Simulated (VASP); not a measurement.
Level of theory: HSE06 screened hybrid, VASP's PBE PAW potentials (set 64) (plane waves; VASP 6.6.1).

VASP input:

### INCAR
```
# general
SYSTEM  =BP
PREC    =Accurate
ENCUT   =400
LREAL   =.False.
LASPH   =.True.
ISYM    =3

# electronic loop
EDIFF   =1E-6
NELM    =100
ALGO    =Normal

# smearing
ISMEAR  =0
SIGMA   =0.01

# functional
GGA     =PE
LHFCALC =.True.
AEXX    =0.25
HFSCREEN=0.2
PRECFOCK=Fast

# ions
ISIF    =2

# output
LWAVE   =.False.
LCHARG  =.False.
```

### KPOINTS
```
K-points
0
G
  8 8 8
0 0 0
```

File POSCAR:
```
BP
1
    0.0000000000     2.2733210000     2.2733210000
    2.2733210000     0.0000000000     2.2733210000
    2.2733210000     2.2733210000     0.0000000000
B P
1 1
Direct
  0.0000000000   0.0000000000   0.0000000000
  0.2500000000   0.2500000000   0.2500000000
```

POTCAR, in this order: B P (PBE.64 set). Program: vasp_std.

### Question
What will the output report for the number of irreducible k-points (NKPTS), largest plane-wave count, number of space-group operations, FFT grid (NGX, NGY, NGZ)?

### Answer

```yaml
number of irreducible k-points (NKPTS): 29
largest_plane_wave_count: 444
number_of_space_group_operations: 24
FFT grid (NGX, NGY, NGZ): 24 × 24 × 24
```

The structure comes from a computed database's BP entry; how it stands against other phases isn't given here. The cell was not relaxed at this level. The run is one of a series of settings (HFRCUT removed, HFSCREEN = 0.2 against the base run), some of them coarse on purpose.
